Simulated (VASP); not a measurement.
A convergence study with VASP on KI (rock salt): one setting is varied, all else stays as given below, so the limit is that of these other settings.

```yaml
crystal:
  lattice:
    - [0.00000, 3.53500, 3.53500]
    - [3.53500, 0.00000, 3.53500]
    - [3.53500, 3.53500, 0.00000]
  atoms:
    - { symbol: K, position: [0.00000, 0.00000, 0.00000] }
    - { symbol: I, position: [0.50000, 0.50000, 0.50000] }
```

Computed with PBE GGA, VASP's PBE PAW potentials (set 64) (plane waves; VASP). The tightest run used: 550 eV cut-off, 15×15×15 Γ-centred mesh, Gaussian smearing of 0.050 eV, potentials K_sv I.

| setting | E (eV/atom) | pressure (GPa) | irreducible k-points |
|---|---|---|---|
| 1×1×1 mesh | -1.0303 | 11.61 | 1 |
| 2×2×2 mesh | -2.7041 | 1.24 | 3 |
| 3×3×3 mesh | -2.7738 | 0.65 | 4 |

Problem. These are the cheaper rows. Estimate the results at 15×15×15 mesh, and how far the last row shown lies from them.

Solution. 
```
quantity        tightest run  last row shown is off by
--------------  ------------  ------------------------
E (eV/atom)          -2.7785                    0.0048
pressure (GPa)          0.59                      0.06
```

Left out are rungs that failed or repeat a setting and relaxations that didn't move; long series are thinned to 24 rows.

The compound is KI in the rock salt structure. The cell was not relaxed at this level.
